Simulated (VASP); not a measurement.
VASP input:

POSCAR:
```
Cu
1
   -0.0000000000     1.7010942424     1.7010942424
    1.7010942424    -0.0000000000     1.7010942424
    1.7010942424     1.7010942424     0.0000000000
Cu
1
Direct
  0.0000000000   0.0000000000   1.0000000000
```

File KPOINTS:
```
kpoints
0
Gamma
 18 18 18
```

**INCAR**
```
ENCUT = 500
NELM = 100   ! most electronic steps
LCHARG = .FALSE.
SIGMA = 0.1
PREC = Accurate
EDIFFG = -0.02
LMAXMIX = 4   ! l cut-off of mixed one-centre charges
ISIF = 3   ! ions, shape and volume
PSTRESS = 450
SYSTEM = Cu
LWAVE = .FALSE.
NSW = 40   ! most ionic steps
IBRION = 2
ALGO = Normal   ! blocked Davidson
GGA = PE
EDIFF = 1E-6   ! SCF stop (eV)
LREAL = .FALSE.   ! projection in real space or not
ISMEAR = 1   ! Methfessel-Paxton
LASPH = .TRUE.
```

POTCAR, in this order: Cu (PBE.64 set). Program: vasp_std.

**Question.** Translate this PBE calculation to Quantum ESPRESSO's pw.x.

**Answer.** One equivalent input (not run):
```
&CONTROL
  calculation = 'vc-relax'
  pseudo_dir = './pseudo'
  outdir = './out'
  tprnfor = .true.
  tstress = .true.
  nstep = 40
  forc_conv_thr = 0.00078
/
&SYSTEM
  ibrav = 0
  nat = 1
  ntyp = 1
  ecutwfc = 92
  occupations = 'smearing'
  smearing = 'methfessel-paxton'
  degauss = 0.00735
  input_dft = 'pbe'
/
&ELECTRONS
  conv_thr = 7.3e-08
  electron_maxstep = 100
/
&IONS
/
&CELL
  press = 450
/
ATOMIC_SPECIES
  Cu 63.546 Cu.upf
CELL_PARAMETERS angstrom
    -0.0000000    1.7010942    1.7010942
     1.7010942   -0.0000000    1.7010942
     1.7010942    1.7010942    0.0000000
ATOMIC_POSITIONS crystal
  Cu   0.0000000  0.0000000  1.0000000
K_POINTS automatic
  18 18 18 0 0 0
```
Limits of the translation: the potentials are each code's own (VASP's PAW set, PseudoDojo norm-conserving files in pw.x), so ENCUT and ecutwfc are chosen apart and not converted; conv_thr bounds pw.x's estimated SCF error, while EDIFF bounds the energy change between steps; forc_conv_thr acts on force components and is met together with etot_conv_thr.

The compound is Cu in the fcc structure. It was relaxed first under an external pressure of 45 GPa.
